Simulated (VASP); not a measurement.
LaMg6Mn, 8 atoms in the cell. The structure is orthorhombic, space group Amm2 (No. 38). The conventional cell has a = 5.116 Å, b = 6.630 Å, c = 11.516 Å, α = 90.00°, β = 90.00°, γ = 90.00°. Around La (site symmetry mm2) lie 2 Mn at 3.16 Å and 10 Mg at 3.23 to 3.42 Å. Mn (site symmetry mm2) has 10 Mg at 3.16 to 3.44 Å and 2 La at 3.16 Å as nearest neighbours. Mg (site symmetry mm2) has 10 Mg at 3.16 to 3.42 Å and 2 La at 3.32 Å as nearest neighbours. Mg (site symmetry m) has 8 Mg at 3.14 to 3.46 Å and 2 Mn at 3.16 Å and 2 La at 3.23 to 3.42 Å as nearest neighbours. Mg (site symmetry mm2) has 10 Mg at 3.23 to 3.35 Å and 2 Mn at 3.32 Å as nearest neighbours. Around Mg (site symmetry m) lie 8 Mg at 3.14 to 3.46 Å and 2 Mn at 3.20 to 3.44 Å and 2 La at 3.29 Å. The cell comes from a database or a generator and needn't be the stable form of this composition.

- Program: VASP 6.6.1
- Task: single point
- Functional: PBE
- Potentials or basis: VASP PAW PBE potentials, release 64 (La, Mn_pv, Mg)
- Cutoff: 520 eV
- k mesh: 5 × 5 × 5
- Occupations: fermi-dirac, width 0.05 eV
- Spin: collinear spin, ferromagnetic start
- Starting moments: [0.0, 4.0, 0.0, 0.0, 0.0, 0.0, 0.0, 0.0] μB
- Further INCAR settings: ALGO = Normal; EDIFF = 1e-07; NBANDS = 32

Potentials or basis: VASP PAW PBE potentials, release 64 (La, Mn_pv, Mg).

The run is started by

```bash
$ cat potpaw_PBE.64/La/POTCAR potpaw_PBE.64/Mn_pv/POTCAR potpaw_PBE.64/Mg/POTCAR > POTCAR
$ mpirun -np 1 vasp_std > vasp.out
```

Hardware: 1 thread of Intel(R) Xeon(R) 6975P-C (Granite Rapids) (shared host).

How long does it take, and how much memory?

Run time: 4.9 min on 1 thread of Intel(R) Xeon(R) 6975P-C (Granite Rapids), with other jobs on the host, peak memory 0.56 GiB. Counts: scf iterations 21, k points 27.
